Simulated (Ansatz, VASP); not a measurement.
One calculation of AlB2Ru3, two programs

Contents of INCAR:

```
PREC = Accurate
ENCUT = 520
EDIFF = 1E-7
ISMEAR = 0
SIGMA = 0.1
LREAL = False
LASPH = True
NELM = 100
ALGO = Fast
ISIF = 2
LWAVE = False
LCHARG = False
GGA = PE
NBANDS = 34
```

The input KPOINTS:

```
Automatic mesh
0
Gamma
  4 4 4
```

POSCAR

```
AlB2Ru3
1.0
    3.9364173000      0.0000000000      0.0000000000
    0.0000000000      3.9364173000      0.0000000000
    0.0000000000      0.0000000000      5.3747800900
Al B Ru
1 2 3
Direct
    0.5000000000      0.5000000000      0.0000000000
    0.0000000000      0.5000000000      0.0000000000
    0.5000000000      0.0000000000      0.0000000000
    0.0000000000      0.0000000000      0.0000000000
    0.0000000000      0.0000000000      0.5000000000
    0.5000000000      0.5000000000      0.5000000000
```

Input for Ansatz:

```yaml
crystal:
  lattice:
    - [3.9364173, 0.0, 0.0]
    - [0.0, 3.9364173, 0.0]
    - [0.0, 0.0, 5.37478009]
  atoms:
    - { symbol: Al, position: [0.5, 0.5, 0.0] }
    - { symbol: B, position: [0.0, 0.5, 0.0] }
    - { symbol: B, position: [0.5, 0.0, 0.0] }
    - { symbol: Ru, position: [0.0, 0.0, 0.0] }
    - { symbol: Ru, position: [0.0, 0.0, 0.5] }
    - { symbol: Ru, position: [0.5, 0.5, 0.5] }
basis:
  ecutwfc: 420
kpoints:
  mp_grid: { grid: [4, 4, 4] }
hamiltonian:
  xc: pbe
scf:
  occupations: { method: gaussian, width: 0.1 }
  lower_state_search: "off"
output:
  forces: true
  stress: true
  eigenvalues: true
```

Alike in both runs: task single point; functional PBE; k mesh 4 × 4 × 4; occupations gaussian, width 0.1 eV; no spin polarisation.

|  | VASP | Ansatz |
| --- | --- | --- |
| version | VASP 6.6.1 | Ansatz 0.2.0 |
| potentials or method | VASP PAW PBE potentials, release 64 (Al, B, Ru_pv) | scalar-relativistic, plane waves, PAW |
| plane-wave cutoff (eV) | 520 | 420 |
| valence electrons in the cell | 51 | 57 |

|  | VASP | Ansatz | Ansatz less VASP |
| --- | --- | --- | --- |
| gap on the k mesh at the Fermi level (eV) | none | none | - |
| pressure (GPa) | 8.7 | 8.7 | +0.01 |
| largest component of the traceless stress (GPa) | 12.05 | 12.01 | -0.044 |

A gap of «none» marks a metal or a gap that the smearing closes. The two sets of potentials don't hold the same shells in valence.

Caveats: the k mesh is coarse (spacing up to 0.40 Å⁻¹), so the values aren't converged.
